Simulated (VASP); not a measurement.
Runs of VASP 6.6.1 on Ni. Symmetry: Fm-3m, No. 225, cubic system. Conventional cell: a = 3.423 Å, b = 3.423 Å, c = 3.423 Å, α = 90.00°, β = 90.00°, γ = 90.00°. Ni (site symmetry m-3m) is surrounded by 12 Ni at 2.42 Å. 

```tsv
cell	gap on the mesh (eV)	pressure (GPa)	moment (μB)
a relaxed cell with its volume scaled by 1.09	none	-17.5	0.68
a relaxed cell with its volume scaled by 0.94	none	18.2	0.62
a relaxed cell with its volume scaled by 1.03	none	(c)	(a)
a relaxed cell with its volume scaled by 1.06	none	-12.7	0.67
as given	none	0.1	(b)
```

Alike in all rows: task single point; level LDA; potentials or basis VASP PAW LDA potentials, release 64 (Ni); spin collinear, ferromagnetic start; k mesh 10 × 10 × 10; cutoff (eV) 350; smearing gaussian 0.1 eV.

**Question.** Fill in the values left out.

**Answer.** (a) 0.66; (b) 0.65; (c) -6.9.

Caveats: so large a pressure means that the cell lies far from this level's equilibrium, or that cutoff or potentials fall short (some runs).

A gap of «none» marks a metal or a gap under the smearing width.
